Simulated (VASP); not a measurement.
Output of a VASP run:

OSZICAR:
```
       N       E                     dE             d eps       ncg     rms          rms(c)
DAV:   1     0.991178037906E+01    0.99118E+01   -0.37451E+03  1192   0.783E+02
DAV:   2    -0.198328164370E+01   -0.11895E+02   -0.11726E+02  1688   0.111E+02
DAV:   3    -0.213854493775E+01   -0.15526E+00   -0.14462E+00  1440   0.885E+00
DAV:   4    -0.214066334294E+01   -0.21184E-02   -0.21165E-02  1976   0.153E+00
DAV:   5    -0.214067106032E+01   -0.77174E-05   -0.77174E-05  1456   0.491E-02    0.736E+00
DAV:   6    -0.215527765471E+01   -0.14607E-01   -0.11463E-03  1776   0.441E-01    0.439E+00
DAV:   7    -0.216392083987E+01   -0.86432E-02   -0.25713E-03  1640   0.626E-01    0.550E-02
DAV:   8    -0.216389708393E+01    0.23756E-04   -0.91354E-05  1968   0.885E-02    0.174E-02
DAV:   9    -0.216389724345E+01   -0.15952E-06   -0.74379E-06  1888   0.262E-02    0.553E-03
DAV:  10    -0.216389679540E+01    0.44806E-06   -0.93158E-07  1832   0.747E-03    0.134E-03
DAV:  11    -0.216389685222E+01   -0.56825E-07   -0.27973E-08   744   0.154E-03
   1 F= -.21638969E+01 E0= -.21639006E+01  d E =0.112879E-04
```

File OUTCAR:
```
------------------------ aborting loop because EDIFF is reached ----------------------------------------
  FORCE on cell =-STRESS in cart. coord.  units (eV):
  Direction    XX          YY          ZZ          XY          YZ          ZX
  --------------------------------------------------------------------------------------
  Total       -0.0172201     -0.0172201     -0.0172201      0.0000000      0.0000000      0.0000000
  in kB       -0.6855323     -0.6855323     -0.6855323      0.0000000      0.0000000      0.0000000
  external PRESSURE =      -0.6855323 kB  Pullay stress =       0.0000000 kB
  volume of cell :       40.25
      direct lattice vectors                 reciprocal lattice vectors
    -2.158834426  2.158834426  2.158834426     0.000000000  0.231606460  0.231606460
     2.158834426 -2.158834426  2.158834426     0.231606460  0.000000000  0.231606460
     2.158834426  2.158834426 -2.158834426     0.231606460  0.231606460  0.000000000
 POSITION                                       TOTAL-FORCE (eV/Angst)
 -----------------------------------------------------------------------------------
      0.00000      0.00000      0.00000         0.000000     -0.000000     -0.000000
 -----------------------------------------------------------------------------------
    total drift:                                0.000000     -0.000000      0.000000
  FREE ENERGIE OF THE ION-ELECTRON SYSTEM (eV)
  ---------------------------------------------------
  free  energy   TOTEN  =        -2.1638968522 eV

  energy  without entropy=       -2.1639081401  energy(sigma->0) =       -2.16390061
```
(Selected blocks of OUTCAR.)

File POSCAR:
```
Eu
1
   -2.1588344258     2.1588344258     2.1588344258
    2.1588344258    -2.1588344258     2.1588344258
    2.1588344258     2.1588344258    -2.1588344258
Eu
1
Direct
  0.0000000000   0.0000000000   0.0000000000
```

Question: Reconstruct the remaining input files.

Answer: Several could match; the one computed here: the input of the run itself, PBEsol GGA, plane waves, VASP's PBE PAW potentials (set 64).

### KPOINTS
```
Automatic mesh
0
Gamma
12 12 12
0 0 0
```

### INCAR
```
ISIF=2
ENCUT=480   ! plane-wave cut-off (eV)
GGA=PS
SIGMA=0.1   ! width (eV)
SYSTEM=Eu
PREC=Accurate
EDIFF=1E-7
LASPH=.True.   ! aspherical one-centre terms
LWAVE=.False.
LMAXMIX=6   ! l cut-off of mixed one-centre charges
ALGO=Normal   ! blocked Davidson
LREAL=.False.   ! projection in real space or not
ISMEAR=1   ! Methfessel-Paxton
NELM=100   ! most electronic steps
LCHARG=.False.
```

POTCAR, in this order: Eu_2 (PBE.64 set). Program: vasp_std.

The 4f electrons are frozen in the core of the lanthanide potential, so 4f levels, which can set the real gap, and their magnetism are missing.

The compound is Eu in the bcc structure. This cell was strained or had an atom moved on purpose.
